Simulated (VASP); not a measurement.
# In2Te2O (P-3m1) in VASP: further runs, part 2 of 2

VASP 6.6.1. Earlier steps stand in the parts before.

## Step 3: Born charges and dielectric tensor, PBE

File INCAR:

```
SYSTEM = In2Te2O
PREC = Accurate
ENCUT = 520
EDIFF = 1E-8
ISMEAR = 0
SIGMA = 0.02
LREAL = .False.
LASPH = .True.
NELM = 100
ALGO = Fast
ISIF = 2
LWAVE = .False.
LCHARG = .False.
GGA = PE
LEPSILON = .True.
KPAR = 4
```

File KPOINTS:

```
Automatic mesh
0
Gamma
  6 6 4
  0 0 0
```

File POSCAR:

```
In2Te2O
1.0
    4.4337180000      0.0000000000      0.0000000000
   -2.2168590000      3.8397130000      0.0000000000
    0.0000000000      0.0000000000     10.3929400000
In Te O
2 2 1
Direct
    0.0000000000      0.0000000000      0.8101560000
    0.0000000000      0.0000000000      0.1898440000
    0.3333330000      0.6666670000      0.3149000000
    0.6666670000      0.3333330000      0.6851000000
    0.0000000000      0.0000000000      0.0000000000
```

Potentials or basis: VASP PAW PBE potentials, release 64 (In_d, Te, O).

Started as:

```
> cat potpaw_PBE.64/In_d/POTCAR potpaw_PBE.64/Te/POTCAR potpaw_PBE.64/O/POTCAR > POTCAR
> mpirun -np 4 vasp_std > vasp.out
```

OUTCAR:

```text
SYSTEM = In2Te2O
   PREC = Accurate
   ENCUT = 520
   EDIFF = 1E-8
   ISMEAR = 0
   LREAL = .False.
   LASPH = .True.
   NELM = 100
   ISIF = 2
   GGA = PE
   LEPSILON = .True.

 ion  position               nearest neighbor table
   1  0.000  0.000  0.810-   5 1.97   4 2.87   4 2.87   4 2.87   2 3.95
   2  0.000  0.000  0.190-   5 1.97   3 2.87   3 2.87   3 2.87   1 3.95
   3  0.333  0.667  0.315-   2 2.87   2 2.87   2 2.87
   4  0.667  0.333  0.685-   1 2.87   1 2.87   1 2.87
   5  0.000  0.000  0.000-   1 1.97   2 1.97

  LATTYP: Found a hexagonal cell.
 ALAT       =     4.4337180000
 C/A-ratio  =     2.3440687928

  Lattice vectors:

 A1 = (   4.4337180000,   0.0000000000,   0.0000000000)
 A2 = (  -2.2168590000,   3.8397130000,   0.0000000000)
 A3 = (   0.0000000000,   0.0000000000,  10.3929400000)

Analysis of symmetry for initial positions (statically):
=====================================================================
 Subroutine PRICEL returns:
 Original cell was already a primitive cell.

 Routine SETGRP: Setting up the symmetry group for a
 hexagonal supercell.

 Subroutine GETGRP returns: Found 12 space group operations
 (whereof 12 operations were pure point group operations)
 out of a pool of 24 trial point group operations.

The static configuration has the point symmetry D_3d.

Analysis of symmetry for dynamics (positions and initial velocities):
=====================================================================
 Subroutine PRICEL returns:
 Original cell was already a primitive cell.

 Routine SETGRP: Setting up the symmetry group for a
 hexagonal supercell.

 Subroutine GETGRP returns: Found 12 space group operations
 (whereof 12 operations were pure point group operations)
 out of a pool of 24 trial point group operations.

The dynamic configuration has the point symmetry D_3d.

 Subroutine INISYM returns: Found 12 space group operations
 (whereof 12 operations are pure point group operations),
 and found     1 'primitive' translations

----------------------------------------------------------------------------------------

                                     Primitive cell

  volume of cell :     176.9315

  direct lattice vectors                    reciprocal lattice vectors
     4.433718000  0.000000000  0.000000000     0.225544340  0.130218066  0.000000000
    -2.216859000  3.839713000  0.000000000     0.000000000  0.260436132  0.000000000
     0.000000000  0.000000000 10.392940000     0.000000000  0.000000000  0.096219164

  length of vectors
     4.433718000  4.433718501 10.392940000     0.260436161  0.260436132  0.096219164

  position of ions in fractional coordinates (direct lattice)
     0.000000000  0.000000000  0.810156000
     0.000000000  0.000000000  0.189844000
     0.333333000  0.666667000  0.314900000
     0.666667000  0.333333000  0.685100000
     0.000000000  0.000000000  0.000000000

[... 829 lines left out ...]
  Total        0.0248906      0.0248906      0.0300863     -0.0000000      0.0000000     -0.0000000
  in kB        0.2253929      0.2253929      0.2724424     -0.0000000      0.0000000     -0.0000000
  external PRESSURE =       0.2410761 kB  Pullay stress =       0.0000000 kB

 VOLUME and BASIS-vectors are now :
 -----------------------------------------------------------------------------
  energy-cutoff  :      520.00
  volume of cell :      176.93
      direct lattice vectors                 reciprocal lattice vectors
     4.433718000  0.000000000  0.000000000     0.225544340  0.130218066  0.000000000
    -2.216859000  3.839713000  0.000000000     0.000000000  0.260436132  0.000000000
     0.000000000  0.000000000 10.392940000     0.000000000  0.000000000  0.096219164

 POSITION                                       TOTAL-FORCE (eV/Angst)
 -----------------------------------------------------------------------------------
      0.00000      0.00000      8.41990         0.000000      0.000000     -0.002974
      0.00000      0.00000      1.97304        -0.000000      0.000000      0.002974
     -0.00000      2.55981      3.27274        -0.000000      0.000000     -0.002878
      2.21686      1.27990      7.12020        -0.000000      0.000000      0.002878
      0.00000      0.00000      0.00000         0.000000      0.000000      0.000000
 -----------------------------------------------------------------------------------
    total drift:                                0.000000     -0.000000      0.000000

  FREE ENERGIE OF THE ION-ELECTRON SYSTEM (eV)
  ---------------------------------------------------
  free  energy   TOTEN  =       -19.2254184918 eV

  energy  without entropy=      -19.2254184918  energy(sigma->0) =      -19.22541849

 HEAD OF MICROSCOPIC STATIC DIELECTRIC TENSOR (INDEPENDENT PARTICLE, excluding Hartree and local field effects)
 ------------------------------------------------------
          10.602139    -0.000000     0.000000
           0.000000    10.602142     0.000000
           0.000000    -0.000000     5.865596
 ------------------------------------------------------

 Free energy of the ion-electron system (eV)
  ---------------------------------------------------
  ---------------------------------------------------
  free energy    TOTEN  =        -4.86999609 eV

  energy without entropy =       -4.86999609

------------------------ aborting loop because EDIFF is reached ----------------------------------------

--------------------------------------- Ionic step        2  -------------------------------------------

------------------------ aborting loop because EDIFF is reached ----------------------------------------

--------------------------------------- Ionic step        3  -------------------------------------------

 Free energy of the ion-electron system (eV)
  ---------------------------------------------------
  ---------------------------------------------------
  free energy    TOTEN  =        -2.12804332 eV

  energy without entropy =       -2.12804332

------------------------ aborting loop because EDIFF is reached ----------------------------------------

 PIEZOELECTRIC TENSOR FIELD DIRECTION 3  (e Angst)
 -----------------------------------------------------------------------------
    -0.00522  0.00000  0.00000           ( -0.00000  0.00000 -0.00000)
     0.00000 -0.00522  0.00000           (  0.00000 -0.00000  0.00000)
     0.00000  0.00000  0.00077           (  0.00000  0.00000  0.00000)

 PIEZOELECTRIC TENSOR FIELD DIRECTION 3  (C/m^2)
 -----------------------------------------------------------------------------
    -0.00047  0.00000  0.00000
     0.00000 -0.00047  0.00000
     0.00000  0.00000  0.00007

 MACROSCOPIC STATIC DIELECTRIC TENSOR (including local field effects in DFT)
 ------------------------------------------------------
          10.106180     0.000000     0.000000
           0.000000    10.106183     0.000000
           0.000000     0.000000     4.942551
 ------------------------------------------------------

 PIEZOELECTRIC TENSOR (including local field effects)  for field in x, y, z        (e  Angst)
          XX          YY          ZZ          XY          YZ          ZX
  --------------------------------------------------------------------------------
  x     0.00000     0.00000     0.00000     0.00000     0.00000     0.00000
  y     0.00000     0.00000     0.00000     0.00000     0.00000     0.00000
  z     0.00000     0.00000     0.00000     0.00000     0.00000     0.00000

 PIEZOELECTRIC TENSOR (including local field effects)  for field in x, y, z        (C/m^2)
          XX          YY          ZZ          XY          YZ          ZX
  --------------------------------------------------------------------------------
  x     0.00000     0.00000     0.00000     0.00000     0.00000     0.00000
  y     0.00000     0.00000     0.00000     0.00000     0.00000     0.00000
  z     0.00000     0.00000     0.00000     0.00000     0.00000     0.00000

 BORN EFFECTIVE CHARGES (including local field effects) (in |e|, cummulative output)
 ---------------------------------------------------------------------------------
 ion    1
    1     3.36640     0.00000     0.00000
    2     0.00000     3.36640     0.00000
    3     0.00000     0.00000     2.50633
 ion    2
    1     3.36640     0.00000     0.00000
    2     0.00000     3.36640     0.00000
    3    -0.00000     0.00000     2.50633
 ion    3
    1    -2.83837     0.00000     0.00000
    2     0.00000    -2.83837     0.00000
    3     0.00000     0.00000    -0.49505
 ion    4
    1    -2.83837     0.00000     0.00000
    2     0.00000    -2.83837     0.00000
    3     0.00000     0.00000    -0.49505
 ion    5
    1    -1.05606     0.00000     0.00000
    2     0.00000    -1.05606     0.00000
    3    -0.00000     0.00000    -4.02256
```

OSZICAR:

```text
[... 13 lines left out ...]
RMM:  15    -0.212804294019E+01    0.16810E-04    0.13207E-04  2340   0.229E-03    0.371E-04
RMM:  16    -0.212804231333E+01    0.62686E-06    0.13653E-04  2397   0.143E-03    0.161E-04
RMM:  17    -0.212804304814E+01   -0.73481E-06    0.81979E-05  2248   0.115E-03    0.165E-04
RMM:  18    -0.212804105384E+01    0.19943E-05    0.10677E-04  1987   0.108E-03    0.825E-05
RMM:  19    -0.212804185486E+01   -0.80101E-06    0.83104E-05  1841   0.105E-03    0.215E-05
RMM:  20    -0.212803904328E+01    0.28116E-05    0.10368E-04  1297   0.102E-03    0.152E-05
RMM:  21    -0.212804340500E+01   -0.43617E-05    0.69118E-05  1251   0.102E-03    0.150E-05
RMM:  22    -0.212804071032E+01    0.26947E-05    0.97716E-05  1261   0.102E-03    0.120E-05
RMM:  23    -0.212804331831E+01   -0.26080E-05    0.79116E-05  1220   0.102E-03    0.380E-06
```

stdout:

```text
POSCAR found type information on POSCAR InTeO
 POSCAR found :  3 types and       5 ions
 scaLAPACK will be used
 LDA part: xc-table for (Slater+PW92), standard interpolation
 POSCAR, INCAR and KPOINTS ok, starting setup
 FFT: planning ... GRIDC
 FFT: planning ... GRID_SOFT
 FFT: planning ... GRID
 WAVECAR not read
 entering main loop
 Linear response reoptimize wavefunctions to high precision
 Linear response G [H, r] |phi>, progress :
  Direction:   1
 Linear response G [H, r] |phi>, progress :
  Direction:   2
 Linear response G [H, r] |phi>, progress :
  Direction:   3
 Linear response to external field (no local field effect), progress :
  Direction:   1
 dielectric tensor                  component  1 :     9.998    -2.326     0.104
 Linear response to external field (no local field effect), progress :
  Direction:   2
 dielectric tensor                  component  2 :    -2.325    11.206    -0.070
 Linear response to external field (no local field effect), progress :
  Direction:   3
 dielectric tensor                  component  3 :     0.104    -0.070     5.866
 Linear response to external field, progress :
  Direction:   1
 dielectric tensor                  component  1 :    10.106    -1.921     0.157
 Linear response to external field, progress :
  Direction:   2
 dielectric tensor                  component  2 :    -1.918    10.106    -0.000
 Linear response to external field, progress :
  Direction:   3
 dielectric tensor                  component  3 :     0.070    -0.041     4.943
 Born effective charges drift removed
```

Wall time 13 min (4 MPI ranks of Intel Xeon Platinum 8259CL at 2.50GHz (Skylake/Cascade Lake), shared host); peak memory 0.73 GiB.

What came out:

* Band gap on the k mesh: 1.04 eV, direct
* Electronic dielectric tensor (diagonal): 10.11, 10.11, 4.94
* Born charges (mean of the diagonal): In +3.08; Te -2.06; O -2.04 e

Levels at points of the mesh, in eV from the valence-band top:
| k point | band 20 | band 21 | band 22 | band 23 | band 24 | band 25 |
| --- | --- | --- | --- | --- | --- | --- |
| (0.00, 0.00, 0.00) | -0.33 | 0.00 | 0.00 | 1.04 | 2.00 | 4.02 |
| (0.50, 0.00, 0.00) | -1.17 | -0.43 | -0.39 | 1.95 | 2.36 | 3.27 |
| (0.00, 0.00, 0.50) | -0.27 | -0.06 | -0.06 | 1.54 | 1.82 | 4.22 |
| (0.50, 0.00, 0.50) | -1.29 | -0.32 | -0.32 | 1.58 | 2.62 | 3.75 |

Electronic dielectric tensor:
```
10.11  0.00  0.00
 0.00 10.11  0.00
 0.00  0.00  4.94
```

Born effective charge tensors (e):
atom 1, In
```
3.37 0.00 0.00
0.00 3.37 0.00
0.00 0.00 2.51
```
atom 2, In
```
3.37 0.00 0.00
0.00 3.37 0.00
0.00 0.00 2.51
```
atom 3, Te
```
-2.84  0.00  0.00
 0.00 -2.84  0.00
 0.00  0.00 -0.50
```
atom 4, Te
```
-2.84  0.00  0.00
 0.00 -2.84  0.00
 0.00  0.00 -0.50
```
atom 5, O
```
-1.06  0.00  0.00
 0.00 -1.06  0.00
 0.00  0.00 -4.02
```

Caveat: spin-orbit coupling is left out, which moves the levels of the heavy elements; this functional lacks dispersion, which binds the layers, so the pressure and a relaxed spacing across them are unreliable. A hybrid or GW would open this gap; PBE tends to underestimate it.
